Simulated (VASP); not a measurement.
Output of a VASP run:

**OSZICAR**
```
       N       E                     dE             d eps       ncg     rms          rms(c)
DAV:   1     0.384985880513E+02    0.38499E+02   -0.81058E+03   720   0.134E+03
DAV:   2    -0.323326763576E+02   -0.70831E+02   -0.65156E+02   988   0.199E+02
DAV:   3    -0.355301119026E+02   -0.31974E+01   -0.31797E+01   948   0.430E+01
DAV:   4    -0.355663724586E+02   -0.36261E-01   -0.36234E-01   896   0.532E+00
DAV:   5    -0.355669541939E+02   -0.58174E-03   -0.58165E-03   912   0.643E-01    0.130E+01
DAV:   6    -0.318797916252E+02    0.36872E+01   -0.10280E+01   856   0.206E+01    0.595E+00
DAV:   7    -0.317205393410E+02    0.15925E+00   -0.98122E-01   916   0.661E+00    0.248E+00
DAV:   8    -0.316925035583E+02    0.28036E-01   -0.54548E-02   820   0.171E+00    0.502E-01
DAV:   9    -0.316904766270E+02    0.20269E-02   -0.60550E-03   876   0.573E-01    0.131E-01
DAV:  10    -0.316905757538E+02   -0.99127E-04   -0.40513E-04   868   0.155E-01    0.495E-02
DAV:  11    -0.316905772704E+02   -0.15166E-05   -0.31010E-05   872   0.482E-02    0.126E-02
DAV:  12    -0.316905771365E+02    0.13395E-06   -0.25139E-06   868   0.119E-02    0.288E-03
DAV:  13    -0.316905772972E+02   -0.16068E-06   -0.32587E-07   828   0.433E-03    0.131E-03
DAV:  14    -0.316905773121E+02   -0.14981E-07   -0.14171E-08   480   0.105E-03
   1 F= -.31690577E+02 E0= -.31690577E+02  d E =-.300832E-13
```

**OUTCAR**
```
------------------------ aborting loop because EDIFF is reached ----------------------------------------
  FORCE on cell =-STRESS in cart. coord.  units (eV):
  Direction    XX          YY          ZZ          XY          YZ          ZX
  --------------------------------------------------------------------------------------
  Total        0.3751340      0.3751339      6.7281368      0.0000000     -0.0000000      0.0000000
  in kB       15.1134087     15.1134060    271.0633739      0.0000000     -0.0000000      0.0000000
  external PRESSURE =     100.4300629 kB  Pullay stress =       0.0000000 kB
  volume of cell :       39.77
      direct lattice vectors                 reciprocal lattice vectors
     1.538528452 -2.664809205  0.000000000     0.324985865 -0.187630694  0.000000000
     1.538528452  2.664809205  0.000000000     0.324985865  0.187630694  0.000000000
     0.000000000  0.000000000  4.849901384     0.000000000  0.000000000  0.206189760
  FREE ENERGIE OF THE ION-ELECTRON SYSTEM (eV)
  ---------------------------------------------------
  free  energy   TOTEN  =       -31.6905773121 eV

  energy  without entropy=      -31.6905773121  energy(sigma->0) =      -31.69057731
```
(Selected blocks of OUTCAR.)

POSCAR:
```
SiC
1
    1.5385284524    -2.6648092054     0.0000000000
    1.5385284524     2.6648092054     0.0000000000
    0.0000000000     0.0000000000     4.8499013839
Si C
2 2
Direct
  0.6666670000   0.3333330000   0.4996384767
  0.3333330000   0.6666670000   0.9996384767
  0.6666670000   0.3333330000   0.8753615233
  0.3333330000   0.6666670000   0.3753615233
```

Q: Reconstruct the remaining input files.

A: One answer among several that fit: the input of the run itself, PBEsol GGA, plane waves, VASP's PBE PAW potentials (set 64).

### INCAR
```
# general
SYSTEM=SiC
PREC  =Accurate
ENCUT =600   # plane-wave cut-off (eV)
LREAL =.FALSE.
LASPH =.TRUE.

# electronic loop
EDIFF =1E-7   # SCF stop (eV)
NELM  =100   # most electronic steps
ALGO  =Normal

# smearing
ISMEAR=0   # Gaussian
SIGMA =0.05   # width (eV)

# functional
GGA   =PS   # PBEsol

# ions
ISIF  =2

# output
LWAVE =.FALSE.
LCHARG=.FALSE.
```

KPOINTS:
```
K-points
0
gamma
  8 8 4
0 0 0
```

POTCAR, in this order: Si C (PBE.64 set). Program: vasp_std.

The compound is SiC in the wurtzite structure, the rare 2H polytype. This cell was strained or had an atom moved on purpose.
